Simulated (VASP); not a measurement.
Here is the system:

```xyz
3
Lattice="0.0000 2.9700 2.9700 2.9700 0.0000 2.9700 2.9700 2.9700 0.0000" Properties=species:S:1:pos:R:3 pbc="T T T"
Pb     0.0000     0.0000     0.0000
F      1.4850     1.4850     1.4850
F      4.4550     4.4550     4.4550
```

Method: PBE GGA, VASP's PBE PAW potentials (set 64) (plane waves; VASP). Settings: 520 eV cut-off, 6×6×6 Γ-centred mesh, Gaussian smearing of 0.010 eV, potentials Pb_d F.

Problem. Give the stress tensor in GPa (positive for a compressed cell).

Solution. 
```
1.98  0.00  0.00
0.00  1.98  0.00
0.00  0.00  1.98
```
The pressure is its mean diagonal, 1.98 GPa.

The compound is PbF2 in the fluorite structure, the β form. The cell was not relaxed at this level. The run is one of a series of settings (SIGMA = 0.01 against the base run), some of them coarse on purpose.
